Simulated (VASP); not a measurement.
Output of a VASP run:

File OSZICAR:
```
...
RMM:  14    -0.377263207006E+03   -0.41985E-05   -0.13135E-05   392   0.779E-03
   3 F= -.37726321E+03 E0= -.37724072E+03  d E =-.661136E+00  mag=     2.0000
       N       E                     dE             d eps       ncg     rms          rms(c)
DAV:   1    -0.377289780296E+03   -0.26577E-01   -0.15702E+01   720   0.114E+01    0.896E-01
RMM:   2    -0.377320993724E+03   -0.31213E-01   -0.33161E-01   636   0.152E+00    0.116E+00
RMM:   3    -0.377314017057E+03    0.69767E-02   -0.27056E-02   636   0.445E-01    0.561E-01
RMM:   4    -0.377312256193E+03    0.17609E-02   -0.39864E-03   636   0.163E-01    0.248E-01
RMM:   5    -0.377311273641E+03    0.98255E-03   -0.18145E-03   636   0.971E-02    0.164E-01
RMM:   6    -0.377311000414E+03    0.27323E-03   -0.22129E-03   637   0.992E-02    0.175E-01
RMM:   7    -0.377310820760E+03    0.17965E-03   -0.35686E-04   631   0.435E-02    0.460E-02
RMM:   8    -0.377310837882E+03   -0.17122E-04   -0.64289E-05   543   0.195E-02    0.234E-02
RMM:   9    -0.377310840057E+03   -0.21749E-05   -0.21426E-05   415   0.101E-02
   4 F= -.37731084E+03 E0= -.37728980E+03  d E =-.476331E-01  mag=     2.0000
       N       E                     dE             d eps       ncg     rms          rms(c)
DAV:   1    -0.377311481721E+03   -0.64384E-03   -0.36985E+00   728   0.554E+00    0.401E-01
RMM:   2    -0.377318692077E+03   -0.72104E-02   -0.76452E-02   636   0.730E-01    0.502E-01
RMM:   3    -0.377317036563E+03    0.16555E-02   -0.59444E-03   636   0.210E-01    0.217E-01
RMM:   4    -0.377316709741E+03    0.32682E-03   -0.88035E-04   636   0.752E-02    0.101E-01
RMM:   5    -0.377316481849E+03    0.22789E-03   -0.42130E-04   636   0.464E-02    0.619E-02
RMM:   6    -0.377316404617E+03    0.77232E-04   -0.45727E-04   636   0.454E-02    0.480E-02
RMM:   7    -0.377316394105E+03    0.10512E-04   -0.48449E-05   521   0.168E-02    0.198E-02
RMM:   8    -0.377316394054E+03    0.51708E-07   -0.86627E-06   381   0.687E-03
   5 F= -.37731639E+03 E0= -.37729588E+03  d E =-.531870E-01  mag=     2.0000
       N       E                     dE             d eps       ncg     rms          rms(c)
DAV:   1    -0.377318396859E+03   -0.20028E-02   -0.19793E+00   728   0.389E+00    0.273E-01
RMM:   2    -0.377322571514E+03   -0.41747E-02   -0.40742E-02   636   0.512E-01    0.401E-01
RMM:   3    -0.377321473560E+03    0.10980E-02   -0.31598E-03   636   0.149E-01    0.129E-01
RMM:   4    -0.377321325585E+03    0.14798E-03   -0.44626E-04   636   0.544E-02    0.670E-02
RMM:   5    -0.377321230703E+03    0.94882E-04   -0.26860E-04   622   0.357E-02    0.474E-02
RMM:   6    -0.377321195663E+03    0.35041E-04   -0.15921E-04   606   0.266E-02    0.292E-02
RMM:   7    -0.377321192371E+03    0.32920E-05   -0.16507E-05   390   0.991E-03
   6 F= -.37732119E+03 E0= -.37730052E+03  d E =-.479832E-02  mag=     2.0000
       N       E                     dE             d eps       ncg     rms          rms(c)
DAV:   1    -0.377321047589E+03    0.14807E-03   -0.38503E-01   728   0.171E+00    0.122E-01
RMM:   2    -0.377321867333E+03   -0.81974E-03   -0.79402E-03   636   0.225E-01    0.181E-01
RMM:   3    -0.377321649526E+03    0.21781E-03   -0.62426E-04   636   0.662E-02    0.600E-02
RMM:   4    -0.377321622579E+03    0.26947E-04   -0.86746E-05   593   0.242E-02    0.304E-02
RMM:   5    -0.377321604761E+03    0.17818E-04   -0.52386E-05   536   0.157E-02    0.210E-02
RMM:   6    -0.377321597836E+03    0.69251E-05   -0.30461E-05   460   0.116E-02
   7 F= -.37732160E+03 E0= -.37730086E+03  d E =-.520378E-02  mag=     2.0000
```

OUTCAR:
```
------------------------ aborting loop because EDIFF is reached ----------------------------------------
  FORCE on cell =-STRESS in cart. coord.  units (eV):
  Direction    XX          YY          ZZ          XY          YZ          ZX
  --------------------------------------------------------------------------------------
  Total      -32.0218421    -32.0069360    -32.0154897      0.0213012     -0.0167473      0.0215645
  in kB      -83.9267835    -83.8877158    -83.9101344      0.0558288     -0.0438934      0.0565188
  external PRESSURE =     -83.9082112 kB  Pullay stress =       0.0000000 kB
  volume of cell :      611.30
      direct lattice vectors                 reciprocal lattice vectors
     8.486959016  0.000000000  0.000000000     0.117827834  0.000000000  0.000000000
     0.000000000  8.486959016  0.000000000     0.000000000  0.117827834  0.000000000
     0.000000000  0.000000000  8.486959016     0.000000000  0.000000000  0.117827834
  FREE ENERGIE OF THE ION-ELECTRON SYSTEM (eV)
  ---------------------------------------------------
  free  energy   TOTEN  =      -377.3215978356 eV

  energy  without entropy=     -377.2801193775  energy(sigma->0) =     -377.30085861

 total charge

# of ion       s       p       d       tot
------------------------------------------
    1        0.142   0.170   0.075   0.387
    2        0.140   0.167   0.073   0.380
    3        0.140   0.167   0.073   0.380
    4        0.142   0.169   0.074   0.385
    5        0.140   0.167   0.073   0.380
    6        0.153   0.183   0.084   0.420
    7        0.140   0.167   0.073   0.380
    8        0.140   0.167   0.073   0.380
    9        0.141   0.167   0.073   0.381
   10        0.141   0.167   0.073   0.381
   11        0.153   0.183   0.084   0.420
   12        0.141   0.167   0.073   0.380
   13        0.140   0.167   0.073   0.380
   14        0.142   0.170   0.075   0.387
   15        0.140   0.167   0.073   0.380
   16        0.140   0.167   0.073   0.380
   17        0.141   0.167   0.073   0.381
   18        0.141   0.167   0.073   0.381
   19        0.142   0.170   0.075   0.387
   20        0.141   0.167   0.073   0.381
   21        0.141   0.167   0.073   0.381
   22        0.140   0.167   0.073   0.380
   23        0.141   0.167   0.073   0.380
   24        0.141   0.167   0.073   0.381
   25        0.140   0.167   0.073   0.380
   26        0.153   0.183   0.084   0.419
   27        0.141   0.167   0.073   0.381
   28        0.140   0.167   0.073   0.380
   29        0.141   0.167   0.073   0.381
   30        0.141   0.167   0.073   0.381
   31        0.140   0.167   0.073   0.380
   32        1.569   3.536   0.000   5.105
   33        1.572   3.520   0.000   5.091
   34        1.572   3.520   0.000   5.092
   35        1.569   3.536   0.000   5.106
   36        1.576   3.512   0.000   5.089
   37        1.569   3.536   0.000   5.105
   38        1.568   3.539   0.000   5.107
   39        1.576   3.512   0.000   5.088
   40        1.576   3.513   0.000   5.089
   41        1.572   3.520   0.000   5.091
   42        1.569   3.536   0.000   5.105
   43        1.572   3.520   0.000   5.092
   44        1.568   3.539   0.000   5.107
   45        1.569   3.536   0.000   5.105
   46        1.572   3.520   0.000   5.091
   47        1.576   3.511   0.000   5.088
   48        1.576   3.512   0.000   5.088
...
```
(Selected blocks of OUTCAR.)

**POSCAR**
```
Mg31O32
1
    8.4869590160     0.0000000000     0.0000000000
    0.0000000000     8.4869590160    -0.0000000000
   -0.0000000000    -0.0000000000     8.4869590160
Mg O
31 32
Direct
  0.5000000000   0.0000000000   0.0000000000
  0.7500000000   0.2500000000   0.0000000000
  0.7500000000   0.0000000000   0.2500000000
  0.0000000000   0.0000000000   0.0000000000
  0.2500000000   0.2500000000   0.0000000000
  0.5000000000   0.5000000000   0.0000000000
  0.7500000000   0.7500000000   0.0000000000
  0.2500000000   0.0000000000   0.2500000000
  0.4971150000   0.2448860000   0.2550740000
  0.7487060000   0.4985600000   0.2518000000
  0.5000000000   0.0000000000   0.5000000000
  0.7532020000   0.2477670000   0.5056790000
  0.7500000000   0.0000000000   0.7500000000
  0.0000000000   0.5000000000   0.0000000000
  0.2500000000   0.7500000000   0.0000000000
  0.0000000000   0.2500000000   0.2500000000
  0.2463090000   0.5026630000   0.2513950000
  0.5010010000   0.7512370000   0.2477060000
  0.0000000000   0.0000000000   0.5000000000
  0.2547160000   0.2490520000   0.5006190000
  0.7471740000   0.7451370000   0.5020650000
  0.2500000000   0.0000000000   0.7500000000
  0.4974820000   0.2508750000   0.7517490000
  0.7484960000   0.4991880000   0.7487280000
  0.0000000000   0.7500000000   0.2500000000
  0.0000000000   0.5000000000   0.5000000000
  0.2498340000   0.7451660000   0.4997680000
  0.0000000000   0.2500000000   0.7500000000
  0.2465380000   0.4955890000   0.7511060000
  0.5000870000   0.7449090000   0.7445080000
  0.0000000000   0.7500000000   0.7500000000
  0.7500000000   0.2500000000   0.2500000000
  0.0000000000   0.5000000000   0.2500000000
  0.0000000000   0.2500000000   0.5000000000
  0.2500000000   0.2500000000   0.2500000000
  0.4986660000   0.4980460000   0.2501570000
  0.7500000000   0.7500000000   0.2500000000
  0.0000000000   0.0000000000   0.2500000000
  0.4949630000   0.2444420000   0.4958720000
  0.7505540000   0.5055500000   0.5047190000
  0.0000000000   0.7500000000   0.5000000000
  0.7500000000   0.2500000000   0.7500000000
  0.0000000000   0.5000000000   0.7500000000
  0.0000000000   0.2500000000   0.0000000000
  0.2500000000   0.7500000000   0.2500000000
  0.5000000000   0.0000000000   0.2500000000
  0.2513970000   0.4972140000   0.5020760000
  0.5012560000   0.7522670000   0.5004790000
  0.7500000000   0.0000000000   0.5000000000
  0.2500000000   0.2500000000   0.7500000000
  0.5014420000   0.5055630000   0.7519670000
  0.7500000000   0.7500000000   0.7500000000
  0.0000000000   0.0000000000   0.7500000000
  0.5000000000   0.2500000000   0.0000000000
  0.7500000000   0.5000000000   0.0000000000
  0.0000000000   0.7500000000   0.0000000000
  0.2500000000   0.0000000000   0.5000000000
  0.2500000000   0.7500000000   0.7500000000
  0.5000000000   0.0000000000   0.7500000000
  0.2500000000   0.5000000000   0.0000000000
  0.5000000000   0.7500000000   0.0000000000
  0.7500000000   0.0000000000   0.0000000000
  0.2500000000   0.0000000000   0.0000000000
```

Q: Write an INCAR and KPOINTS that could have produced this output.

A: One answer among several that fit: the input of the run itself, PBE GGA, plane waves, VASP's PBE PAW potentials (set 64).

INCAR:
```
SYSTEM = Mg31O32
PREC = Normal
ENCUT = 400
EDIFF = 1E-5
NELM = 100
ALGO = Fast
LREAL = Auto
LASPH = .TRUE.
ISMEAR = 0
SIGMA = 0.05
GGA = PE
LWAVE = .FALSE.
LCHARG = .FALSE.
NELMIN = 4
ISYM = 0
NELECT = 252.0
ISPIN = 2
NUPDOWN = 2
MAGMOM = 63*0.0317
LORBIT = 10
IBRION = 2
ISIF = 2
NSW = 60
EDIFFG = -0.03
```

### KPOINTS
```
Regular mesh
0
G
  1 1 1
0 0 0
```

POTCAR, in this order: Mg O (PBE.64 set). Program: vasp_gam.

At this cut-off the stress carries a Pulay error, which pulls relaxed volumes low. The cell is charged, with a uniform compensating background. The supercell is sampled at Γ alone, which is coarse: total energies, pressure and levels can be off, energies of defects by several tenths of an eV.

The cell is a supercell with a defect, built from MgO (rock salt): vac_Mg, charge +2.
